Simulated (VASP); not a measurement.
Consider the following.

```xyz
4
Lattice="-1.6616 1.6616 3.8010 1.6616 -1.6616 3.8010 1.6616 1.6616 -3.8010" Properties=species:S:1:pos:R:3 pbc="T T T"
Co     0.0000     0.0000     5.3816
Co     1.6616     0.0000     3.4811
Si     0.0000     0.0000     1.5818
Si     0.0000     1.6616     3.4823
```

These are PBEsol GGA, VASP's PBE PAW potentials (set 64) (plane waves; VASP 6.6.1) values and carry that method's errors. Run with 480 eV cut-off, 12×12×12 Γ-centred mesh, first-order Methfessel-Paxton smearing of 0.10 eV, potentials Co Si.

Energy and stress use the plane-wave basis of the starting cell.

Q: The ions, cell shape and volume at an external pressure of 10.0 GPa are relaxed. Predict the relaxed structure.

A: 
```xyz
4
Lattice="-1.6437 1.6437 3.7415 1.6437 -1.6437 3.7415 1.6437 1.6437 -3.7415" Properties=species:S:1:pos:R:3 pbc="T T T"
Co     0.0000     0.0000     5.2976
Co     1.6437     0.0000     3.4268
Si     0.0000     0.0000     1.5568
Si     0.0000     1.6437     3.4276
```
Space group I4_1/amd (141), at a tolerance of 0.03 Å.

Q: How do energy and volume change from the first to the last step?

A: The energy (σ→0) changes by +12.0 meV/atom and the volume by -3.7 %, in 6 ionic steps.

```csv
step,E(σ→0) (eV),max force (eV/Å),pressure (GPa),volume (Å³)
1,-29.0144,0.002,0.23,41.98
2,-28.7035,0.003,28.54,38.21
3,-28.9687,0.003,9.85,40.48
4,-28.9669,0.003,10.05,40.45
5,-28.9667,0.002,10.06,40.44
6,-28.9665,0.002,10.06,40.43
```

The structure was generated: CoSi was put into the NbAs type (I4_1md), which need not be its known phase. This run relaxes it under an external pressure of 10 GPa. It ends in space group I4_1/amd. Symmetry was kept, so distortions that lower it aren't found. The run is not spin-polarised, so no magnetic state was tried.
